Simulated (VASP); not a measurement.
Consider the following.

```
CELL_PARAMETERS angstrom
      0.00000     2.83462     2.83462
      2.83462     0.00000     2.83462
      2.83462     2.83462     0.00000
ATOMIC_POSITIONS crystal
  Al 0.00000 0.00000 0.00000
  As 0.25000 0.25000 0.25000
```

Level of theory: PBE GGA with D3 dispersion (Becke-Johnson damping), VASP's PBE PAW potentials (set 64) (plane waves; VASP 6.6.1). Settings: 520 eV cut-off, 8×8×8 Γ-centred mesh, Gaussian smearing of 0.050 eV, potentials Al As.

Question: The job: AlAs (zinc blende), 2 atoms, PBE-D3(BJ), static run, 520 eV, 8×8×8 Γ-centred mesh. Roughly how much core time does it take on a busy server core?

Answer: About 9 core-seconds (one run on a shared machine, a rough figure). It had 29 irreducible k-points, 8 bands, up to 1243 plane waves and 13 electronic steps.

The compound is AlAs in the zinc blende structure. It was relaxed first.
